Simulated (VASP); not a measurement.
Output of a VASP run:

OSZICAR:
```
...
DAV:   1    -0.913348647771E+01   -0.86108E-02   -0.73315E-01  1860   0.541E+00    0.431E-01
DAV:   2    -0.913452186072E+01   -0.10354E-02   -0.27608E-02  2196   0.110E+00    0.208E-01
DAV:   3    -0.913413286581E+01    0.38899E-03   -0.89903E-04  2213   0.223E-01    0.871E-02
DAV:   4    -0.913410800432E+01    0.24861E-04   -0.19655E-04  2231   0.102E-01    0.279E-02
DAV:   5    -0.913410614988E+01    0.18544E-05   -0.17901E-05  2014   0.364E-02    0.109E-02
DAV:   6    -0.913410542662E+01    0.72326E-06   -0.33667E-06  2175   0.172E-02    0.411E-03
DAV:   7    -0.913410541311E+01    0.13516E-07   -0.55456E-07  1979   0.532E-03
   2 F= -.91341054E+01 E0= -.91342633E+01  d E =-.922970E-02
       N       E                     dE             d eps       ncg     rms          rms(c)
DAV:   1    -0.913575625316E+01   -0.16508E-02   -0.44234E-01  1867   0.421E+00    0.331E-01
DAV:   2    -0.913643121528E+01   -0.67496E-03   -0.16726E-02  2210   0.853E-01    0.160E-01
DAV:   3    -0.913619710564E+01    0.23411E-03   -0.52473E-04  2168   0.171E-01    0.666E-02
DAV:   4    -0.913618118913E+01    0.15917E-04   -0.11849E-04  2217   0.833E-02    0.227E-02
DAV:   5    -0.913617980652E+01    0.13826E-05   -0.96858E-06  2049   0.296E-02    0.108E-02
DAV:   6    -0.913617909885E+01    0.70766E-06   -0.25564E-06  2112   0.128E-02    0.328E-03
DAV:   7    -0.913617908098E+01    0.17868E-07   -0.41158E-07  1951   0.470E-03
   3 F= -.91361791E+01 E0= -.91363832E+01  d E =-.113034E-01
       N       E                     dE             d eps       ncg     rms          rms(c)
DAV:   1    -0.913618143567E+01   -0.23368E-05   -0.91623E-04  1874   0.192E-01    0.152E-02
DAV:   2    -0.913618307931E+01   -0.16436E-05   -0.34817E-05  2252   0.389E-02    0.725E-03
DAV:   3    -0.913618282171E+01    0.25760E-06   -0.10543E-06  2098   0.771E-03    0.297E-03
DAV:   4    -0.913618293043E+01   -0.10873E-06   -0.23386E-07  1557   0.386E-03    0.104E-03
DAV:   5    -0.913618296024E+01   -0.29811E-07   -0.25751E-08   993   0.156E-03
   4 F= -.91361830E+01 E0= -.91363851E+01  d E =-.113072E-01
       N       E                     dE             d eps       ncg     rms          rms(c)
DAV:   1    -0.913737592676E+01   -0.11930E-02   -0.51630E-02  1867   0.164E+00    0.147E-01
DAV:   2    -0.913675754398E+01    0.61838E-03   -0.19146E-03  2042   0.359E-01    0.757E-02
DAV:   3    -0.913663223430E+01    0.12531E-03   -0.35328E-04  2140   0.169E-01    0.375E-02
DAV:   4    -0.913660466293E+01    0.27571E-04   -0.91791E-05  2112   0.764E-02    0.155E-02
DAV:   5    -0.913660399069E+01    0.67224E-06   -0.97082E-06  2028   0.227E-02    0.563E-03
DAV:   6    -0.913660407982E+01   -0.89126E-07   -0.74552E-07  2371   0.673E-03
   5 F= -.91366041E+01 E0= -.91367982E+01  d E =-.421120E-03
       N       E                     dE             d eps       ncg     rms          rms(c)
DAV:   1    -0.913731816594E+01   -0.71418E-03   -0.40285E-02  1867   0.145E+00    0.130E-01
DAV:   2    -0.913683567428E+01    0.48249E-03   -0.14927E-03  2056   0.317E-01    0.669E-02
DAV:   3    -0.913673792305E+01    0.97751E-04   -0.27626E-04  2119   0.149E-01    0.331E-02
DAV:   4    -0.913671645926E+01    0.21464E-04   -0.71963E-05  2126   0.676E-02    0.137E-02
DAV:   5    -0.913671594786E+01    0.51141E-06   -0.75966E-06  2014   0.201E-02    0.498E-03
DAV:   6    -0.913671601953E+01   -0.71668E-07   -0.58592E-07  2322   0.597E-03
   6 F= -.91367160E+01 E0= -.91369015E+01  d E =-.533059E-03
```

### OUTCAR
```
------------------------ aborting loop because EDIFF is reached ----------------------------------------
  FORCE on cell =-STRESS in cart. coord.  units (eV):
  Direction    XX          YY          ZZ          XY          YZ          ZX
  --------------------------------------------------------------------------------------
  Total        0.7202172      0.7202173      0.7232714      0.0000000      0.0000000      0.0000000
  in kB       19.8070883     19.8070919     19.8910852      0.0000000      0.0000000      0.0000000
  external PRESSURE =      19.8350884 kB  Pullay stress =       0.0000000 kB
  volume of cell :       58.26
      direct lattice vectors                 reciprocal lattice vectors
     1.879567932 -3.255507445 -0.000000000     0.266018584 -0.153585887 -0.000000000
     1.879567932  3.255507445  0.000000000     0.266018584  0.153585887  0.000000000
     0.000000000 -0.000000000  4.760435795    -0.000000000 -0.000000000  0.210064801
 POSITION                                       TOTAL-FORCE (eV/Angst)
 -----------------------------------------------------------------------------------
      0.00000     -0.00000      0.00000         0.000000     -0.000000     -0.000000
      1.87957      1.08517      1.28132        -0.000000     -0.000000      0.001063
      1.87957     -1.08517      3.47911         0.000000      0.000000     -0.001063
 -----------------------------------------------------------------------------------
    total drift:                                0.000000     -0.000000      0.000000
  FREE ENERGIE OF THE ION-ELECTRON SYSTEM (eV)
  ---------------------------------------------------
  free  energy   TOTEN  =        -9.1367160195 eV

  energy  without entropy=       -9.1372724771  energy(sigma->0) =       -9.13690151

 reached required accuracy - stopping structural energy minimisation
```
(Selected blocks of OUTCAR.)

### POSCAR
```
PtSe2
1
    1.8672812732    -3.2342262869     0.0000000000
    1.8672812732     3.2342262869     0.0000000000
    0.0000000000     0.0000000000     4.8232890306
Pt Se
1 2
Direct
  0.0000000000   1.0000000000   0.0000000000
  0.3333330000   0.6666670000   0.2636036158
  0.6666670000   0.3333330000   0.7363963842
```

Task: Reconstruct the remaining input files.

Result: One answer among several that fit: the input of the run itself, vdW-DF-cx, plane waves, VASP's PBE PAW potentials (set 64).

INCAR:
```
! general
SYSTEM   = PtSe2
PREC     = Accurate
ENCUT    = 520   ! plane-wave cut-off (eV)
LREAL    = F
LASPH    = T

! electronic loop
EDIFF    = 1E-7   ! SCF stop (eV)
NELM     = 100   ! most electronic steps
ALGO     = Normal   ! blocked Davidson
LMAXMIX  = 6   ! l cut-off of mixed one-centre charges

! smearing
ISMEAR   = 1   ! Methfessel-Paxton
SIGMA    = 0.1   ! width (eV)

! functional
GGA      = CX
LUSE_VDW = T
AGGAC    = 0.0

! ions
IBRION   = 2   ! conjugate gradients
NSW      = 30   ! most ionic steps
ISIF     = 4
EDIFFG   = -0.01

! output
LWAVE    = F
LCHARG   = F
```

### KPOINTS
```
Automatic mesh
0
Gamma
9 9 6
0 0 0
```

POTCAR, in this order: Pt Se (PBE.64 set). Program: vasp_std.

The compound is PtSe2 in the 1T layered structure. This cell is one point of a volume scan, at 0.97 of the reference volume. Symmetry was kept, so distortions that lower it aren't found.
